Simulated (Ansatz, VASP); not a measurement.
Two plane-wave programs on SrMg6Si

File INCAR:

```
SYSTEM = SrMg6Si
PREC     = Accurate       ! precision mode
ENCUT    = 520            ! plane-wave cutoff, eV
EDIFF    = 1E-7           ! SCF threshold, eV
ISMEAR   = -1             ! smearing method
SIGMA    = 0.05           ! smearing width, eV
LREAL    = .FALSE.        ! projectors in reciprocal space
LASPH    = .TRUE.         ! aspherical terms in the spheres
NELM     = 80             ! most SCF steps
ALGO     = Normal         ! electronic algorithm
ISIF     = 2              ! what is computed and relaxed
LWAVE    = .FALSE.        ! write WAVECAR
LCHARG   = .FALSE.        ! write CHGCAR
GGA      = PE             ! functional
NBANDS   = 23             ! bands
```

The input KPOINTS:

```
regular mesh
0
G
  6 5 5
  0 0 0
```

Contents of POSCAR:

```
SrMg6Si
1.0
    4.8426717859      0.0000000000      0.0000000000
    0.0000000000      2.9846729874      6.6695440285
    0.0000000000     -2.9846729874      6.6695440285
Sr Si Mg
1 1 6
Direct
    0.5000000000      0.6976320000      0.6976320000
    0.5000000000      0.1152540000      0.1152540000
    0.0000000000      0.8627890000      0.8627890000
    0.0000000000      0.2997230000      0.2997230000
    0.0000000000      0.3209160000      0.8300400000
    0.0000000000      0.8300400000      0.3209160000
    0.5000000000      0.1921360000      0.6815040000
    0.5000000000      0.6815040000      0.1921360000
```

File input.yaml:

```yaml
crystal:
  lattice:
    - [4.8426717859, 0.0, 0.0]
    - [0.0, 2.9846729874, 6.6695440285]
    - [0.0, -2.9846729874, 6.6695440285]
  atoms:
    - { symbol: Sr, position: [0.5, 0.697632, 0.697632] }
    - { symbol: Si, position: [0.5, 0.115254, 0.115254] }
    - { symbol: Mg, position: [0.0, 0.862789, 0.862789] }
    - { symbol: Mg, position: [0.0, 0.299723, 0.299723] }
    - { symbol: Mg, position: [0.0, 0.320916, 0.83004] }
    - { symbol: Mg, position: [0.0, 0.83004, 0.320916] }
    - { symbol: Mg, position: [0.5, 0.192136, 0.681504] }
    - { symbol: Mg, position: [0.5, 0.681504, 0.192136] }
hamiltonian:
  xc: pbe
  pseudopotentials: { kind: paw }
kpoints:
  mp_grid: { grid: [6, 5, 5] }
scf:
  occupations: { method: fermi_dirac, width: 0.05 }
output:
  forces: true
  stress: true
  eigenvalues: true
```

Change from the starting cell: volume scaled by 0.96.

Alike in both runs: task single point; functional PBE; k mesh 6 × 5 × 5; occupations fermi-dirac, width 0.05 eV; no spin polarisation.

```csv
,VASP,Ansatz
version,VASP 6.6.1,Ansatz 0.2.0
potentials or method,"VASP PAW PBE potentials, release 64 (Sr_sv, Si, Mg)",Ansatz PAW
plane-wave cutoff (eV),520,420
valence electrons in the cell,26,74
```

```tsv
	VASP	Ansatz	Ansatz less VASP
gap on the k mesh at the Fermi level (eV)	none	none	-
pressure (GPa)	1.6	1.7	+0.06
largest component of the traceless stress (GPa)	0.22	0.21	-0.008
rms of the force components (eV/Å)	0.033	0.034	+0.0013
```

Atom by atom the forces differ by 0.003 eV/Å (rms over components). A gap of «none» marks a metal or a gap that the smearing closes. The two sets of potentials don't hold the same shells in valence.
